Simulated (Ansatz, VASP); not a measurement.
**Se (Selenium) in two plane-wave programs**

Aim: how closely do two programs agree when they are given the same cell, functional and k mesh? The cell is taken from a series of runs on this material, whose earlier steps may have relaxed, scaled, displaced or heated it; both programs get it as it stands.

Method: plane waves, with VASP 6.6.1 beside it; zone-centre phonons at PBE, in Ansatz 0.2.0.

## 1. The starting structure

It takes space group P3_121 (No. 152, trigonal). The conventional cell has a = 4.522 Å, b = 4.522 Å, c = 5.045 Å, α = 90.00°, β = 90.00°, γ = 120.00°. Se has 2 Se at 2.40 Å nearest.

## 2. Ansatz: zone-centre phonons, PBE

Ansatz runs on its default PAW (the set named soft_2) files.

Second derivatives magnify differences that forces hide, and they need a tight electronic threshold.

input.yaml reads:

```yaml
crystal:
  lattice:
    - [4.5224123658, 0.0, 0.0]
    - [-2.2612061829, 3.9165239952, 0.0]
    - [0.0, 0.0, 5.0447135253]
  atoms:
    - { symbol: Se, position: [0.2187656586, 0.0, 0.3333333333] }
    - { symbol: Se, position: [0.0, 0.2187656586, 0.6666666667] }
    - { symbol: Se, position: [0.7812343414, 0.7812343414, 0.0] }
kpoints:
  mp_grid: { grid: [9, 9, 6] }
hamiltonian:
  xc: pbe
scf:
  occupations: { method: fixed }
output:
  eigenvalues: true
phonons:
  method: dfpt
  dielectric: true
  rigid_motions: translations
```

Launch:

```console
ansatz run input.yaml --threads 2 --pin off --max-ram 5120MiB --backend cpu --events-out ev --progress --plain --runs-dir out
```

Numbers of over 12 decimals in the logs are rounded to 6 here.

Log:

```text
Engine: ansatz 0.2.0, x86_64-unknown-linux-gnu
Pseudopotentials: kind: paw
Pseudopotential: Se, paw, valence charge 16, recommended cutoff 420 eV (normal), Se.paw.azcp
Functional definition: PBE
  parameter kappa = 0.804
  parameter beta = 0.066725
  exchange = pbe_x(kappa = kappa, mu = beta*pi^2/3)
  correlation = pbe_c(beta = beta)
Crystal: 3 atoms, lattice volume = 89.353 Å³
Basis set: ecut = 420 eV, 1787 PW (Γ), exchange–correlation on 64×64×72 points (8 copies of the dense FFT grid, shifted against one another)
Bands: 29, of which v1, the nominal top of the filled ones, is band 24 counted from 1 (23 counted from 0)
Symmetry: 6 space group operations
k-points: 244 of 486 (irreducible under 1 space group operation, time reversal used)
Non-local potential: Se, projectors of the file, l = 0: 2, l = 1: 2, l = 2: 3, l = 3: 1
PAW form: soft (Blöchl's): semilocal exchange-correlation on the pseudo side does not see the compensation charge
PAW one-centre angular grid: Se, 590 points (default); XC on 64 Gauss nodes
Initial density: superposition of atomic densities (neutral atoms: chi_scale 0, normalization atom), corrected by the library's trained network
Initial wavefunctions: pseudopotential atomic-orbital guess
Functional: x = pbe(κ = 0.804, μ = 0.219515), c = pbe(β = 0.066725)
SCF iter   1: F=—  HF=-16407.236461 eV  |F-HF|=—  |Δ(HF+E_count)|=         —  Δρ=1.07e-3  dr2=5.81e-4  ethr=1.77e-3  ⟨swp⟩=4.9  Hψ=25728  notcnv=0  defer=691
preconditioner: auto → Resta (q_TF=auto, 2.460 Å⁻¹)  ε∞=3.7  [insulator: Δε(μ)=1.030 eV  Ē_g=10.224 eV  n_scr=20 (ndim 8)  ℏωp=16.7 eV  f_vac=0.133  ε∞_Penn≈3.7]
SCF iter   2: F=—  HF=-16407.237137 eV  |F-HF|=—  |Δ(HF+E_count)|=   6.76e-4  Δρ=6.61e-4  dr2=2.32e-4  ethr=1.21e-6  ⟨swp⟩=2.0  Hψ=15374  notcnv=0  defer=730
SCF iter   3: F=—  HF=-16407.237495 eV  |F-HF|=—  |Δ(HF+E_count)|=   3.58e-4  Δρ=2.65e-4  dr2=4.13e-5  ethr=4.84e-7  ⟨swp⟩=3.0  Hψ=13178  notcnv=0  defer=730
SCF iter   4: F=—  HF=-16407.237596 eV  |F-HF|=—  |Δ(HF+E_count)|=   1.01e-4  Δρ=5.82e-5  dr2=2.55e-6  ethr=8.60e-8  ⟨swp⟩=2.0  Hψ=9343  notcnv=0  defer=608
SCF iter   5: F=—  HF=-16407.237598 eV  |F-HF|=—  |Δ(HF+E_count)|=   2.04e-6  Δρ=1.25e-5  dr2=2.07e-7  ethr=5.32e-9  ⟨swp⟩=2.0  Hψ=12688  notcnv=0  defer=244
SCF iter   6: F=—  HF=-16407.237598 eV  |F-HF|=—  |Δ(HF+E_count)|=   1.94e-7  Δρ=3.21e-6  dr2=1.19e-8  ethr=4.31e-10  ⟨swp⟩=2.0  Hψ=12688  notcnv=0  defer=244
SCF iter   7: F=—  HF=-16407.237598 eV  |F-HF|=—  |Δ(HF+E_count)|=   2.03e-8  Δρ=1.03e-6  dr2=7.76e-10  ethr=2.48e-11  ⟨swp⟩=3.0  Hψ=12688  notcnv=0  defer=244
SCF iter   8: F=-16407.237598 eV  HF=-16407.237598 eV  |F-HF|=4.37e-11  |Δ(HF+E_count)|=  2.36e-10  Δρ=1.73e-7  dr2=2.54e-11  ethr=1.00e-12  ⟨swp⟩=11.2  Hψ=46640  notcnv=0
SCF 1 converged in 8 iterations: F = -16407.237598 eV  dr2 = 2.54e-11
  greatest PAW one-centre occupation: 1.000 electrons in one spin orbital (limit 2), on the Se atom at site 2 (counted from 0), in its partial waves of l = 2
NSCF: frozen V_eff on 6 k-points
DFPT response loops at Γ: preconditioner auto → Resta (q_TF=auto, 2.460 Å⁻¹)  ε∞=7.6 (no band partly filled); β = 1.00, the filter's whole step (`scf.mixing.beta` (0.50) is not read by the response loops at its default; to damp them type it under 1.00, their step now; it binds the ground state too); Broyden in place of MSR1
── the response to a field inside a basis, on 12×12×10 k-points: an SCF that follows is theirs, and a resumed run solves both again ──
Bands: 25, of which v1, the nominal top of the filled ones, is band 24 counted from 1 (23 counted from 0)
k-points: 390 of 1440 (irreducible under 2 space group operations, time reversal used)
Initial density: handed on by an earlier stage of this run
Initial wavefunctions: pseudopotential atomic-orbital guess (no wavefunctions were taken with the density)
Eigensolver: Dense (390 Hₖ)
SCF iter   1: F=—  HF=-16407.231114 eV  |F-HF|=—  |Δ(HF+E_count)|=         —  Δρ=6.37e-5  dr2=9.89e-7  ethr=1.00e-1
preconditioner: auto → Resta (q_TF=auto, 2.460 Å⁻¹)  ε∞=5.5  [insulator: Δε(μ)=1.161 eV  Ē_g=7.898 eV  n_scr=20 (ndim 8)  ℏωp=16.7 eV  f_vac=0.133  ε∞_Penn≈5.5]
SCF iter   2: F=—  HF=-16407.231117 eV  |F-HF|=—  |Δ(HF+E_count)|=   3.78e-6  Δρ=3.69e-5  dr2=4.16e-7  ethr=2.06e-9
SCF iter   3: F=-16407.231119 eV  HF=-16407.231119 eV  |F-HF|=1.62e-7  |Δ(HF+E_count)|=   1.67e-6  Δρ=1.16e-5  dr2=6.65e-8  ethr=8.67e-10
SCF 1 converged in 3 iterations: F = -16407.231119 eV  dr2 = 6.65e-8
  greatest PAW one-centre occupation: 1.000 electrons in one spin orbital (limit 2), on the Se atom at site 1 (counted from 0), in its partial waves of l = 2
DFPT response loops at Γ: preconditioner auto → Resta (q_TF=auto, 2.460 Å⁻¹)  ε∞=7.2 (no band partly filled); β = 1.00, the filter's whole step (`scf.mixing.beta` (0.50) is not read by the response loops at its default; to damp them type it under 1.00, their step now; it binds the ground state too); Broyden in place of MSR1
WARN: field response: ε∞ stands inside a basis, on 12×12×10 points; the force constants stand on the 9×9×6 k-mesh, whose period is 10.26 times the interband length at k = (0.3333, 0.3333, -0.5000), direct gap 1.248 eV, under 14: take them and everything formed from them as unconverged, and compare with a denser kpoints.mp_grid
SCF converged after 8 iterations
Free energy (F): -16407.237598 eV
Harris-Foulkes:  -16407.237598 eV  (|F-HF|=4.37e-11)
Internal energy: -16407.237598 eV  (E = F + TS)
E sigma→0 (E₀):  -16407.237598 eV
Fermi energy:    5.677354 eV
--- Per-component energies (eV) ---
  E_band       = -1274.257510
  E_kinetic    = 350.219881
  E_local      = -8060.103145  (includes V_loc(G=0)·N_el)
  E_nonlocal   = -1783.254650
  E_hartree    = 3928.707189
  E_xc         = -310.046879
  E_vxc        = -290.922442  (∫ρ·V_xc dr)
  E_paw        = -5736.079435  (= ΣΔE_a)
  E_vpaw       = 652.389980  (= ΣTr[D̂ρ^β])
  E_aug_tail   = -0.001784  (compensation charges beyond the density's cutoff)
  E_ewald      = -4796.678775
  E_smearing   = -0.000000  (= −TS)
  E_closure    = 0.000000  (closes the sum)
  Σ components = -16407.237598   (vs F -16407.237598, Δ=0.00e0)
--- Band table (eV; the first three rows and the last of 244) ---
  k-point 0: bands = [... 20 lower, 2.2658, 3.8435, 3.8435, 5.3793, 7.6220, 7.6220, 7.9844, 11.5735, ... 1 higher]
  k-point 1: bands = [... 20 lower, 2.3179, 3.9017, 4.0801, 5.1825, 7.4286, 7.4528, 7.7534, 12.1739, ... 1 higher]
  k-point 2: bands = [... 20 lower, 2.4263, 4.1094, 4.5062, 4.7520, 7.1266, 7.1591, 7.3456, 12.4297, ... 1 higher]
  k-point 243: bands = [... 20 lower, 2.4677, 3.5920, 4.1363, 5.0048, 7.6455, 8.2478, 8.8381, 11.7257, ... 1 higher]
--- Phonons (Γ-DFPT): 3 representative perturbations + reference, on 244 of 486 k-points (Σ response iterations 10) ---
  k mesh reduced under 1 symmetry operation, with k and −k counted as one. Each operation leaves every solved perturbation unchanged. A smaller set is not considered because the run solves the response to a homogeneous field
  ASR residual: 5.465e-5 → 0.000e0 eV/Å²; symmetrization residual: 5.177e-6 eV/Å²
  ASR residual per site (eV/Å²): 5.46e-5 5.19e-5 5.19e-5
  Γ frequencies (cm⁻¹): 0.00 0.00 0.00 86.13 127.33 127.33 217.76 217.76 230.43
  ε∞ (high-frequency dielectric tensor):
        7.873854    -0.000000     0.000000
       -0.000000     7.873854     0.000000
        0.000000     0.000000    13.089009
  ε⁰ (static dielectric tensor: ions relaxed, cell fixed):
        8.483518    -0.000000     0.000000
       -0.000000     8.483518     0.000000
        0.000000     0.000000    14.400409
  ε⁰ − ε∞ (ionic part):
        0.609664     0.000000    -0.000000
        0.000000     0.609664     0.000000
       -0.000000     0.000000     1.311400
  softest optical mode at Γ: 86.13 cm⁻¹; the repairs (sum rule, projections) moved no ω² at Γ by more than (0.61 cm⁻¹)²
  Born effective charges Z* (e; rows j = field, columns β = displacement):
    site 0:
         0.64167    0.00000   -0.00000
         0.00000   -0.64167    0.35549
        -0.00000    0.68195   -0.00000
    site 1:
        -0.32083   -0.55570   -0.30786
        -0.55570    0.32083   -0.17774
        -0.59059   -0.34098   -0.00000
    site 2:
        -0.32083    0.55570    0.30786
         0.55570    0.32083   -0.17774
         0.59059   -0.34098   -0.00000
  Z* charge neutrality: 7.052e-3 e pre-enforcement
  solved inside a basis spanned on kpoints, on 12×12×10 k-points, its susceptibility summed on 14×14×12: ε∞ is read to err by 4.0e-2, Z* by 2.2e-2 e (field_mesh: kpoints solves on kpoints); Z* is corrected for what the basis lacks
  optical modes at Γ without the LO–TO term, one row a degenerate level:
      ω (cm⁻¹)  modes    IR ((D/Å)²/amu)
         86.13      1             0.4076
        127.33      2             0.8260
        217.76      2             0.0064
        230.43      1             0.0000
  optical modes at Γ + LO–TO along q̂ = [1.0000, 0.0000, 0.0000]:
      ω (cm⁻¹)  modes    IR ((D/Å)²/amu)
         86.13      1             0.4076
        127.33      1             0.4130
[...]
optical modes at Γ + LO–TO along q̂ = [0.0000, 1.0000, 0.0000]:
      ω (cm⁻¹)  modes    IR ((D/Å)²/amu)
[...]
132.16      1             0.4127
        217.76      1             0.0032
        217.78      1             0.0035
        230.43      1             0.0000
  optical modes at Γ + LO–TO along q̂ = [0.0000, 0.0000, 1.0000]:
      ω (cm⁻¹)  modes    IR ((D/Å)²/amu)
         90.35      1             0.4076
        127.33      2             0.8260
        217.76      2             0.0064
        230.43      1             0.0000
```

Reading the cycles: dr2 is the Hartree energy of the density residual (eV), the measure of convergence; HF is the Harris–Foulkes estimate of the energy, which meets the free energy F at convergence.

(Continued in part 2 of 3.)

[Lines on the potential files, build, host, timing and source positions are cut from VASP's logs without a mark.]

[Logs are printed without paths, hosts, clocks, repeated set-up lines and the standing remarks that a program may print on its own settings, such as how far it seeks lower states.]

[Hosts, paths, dates, database ids (printed as entryN), source tags and the programs' standing remarks are cut or masked in the printed files.]
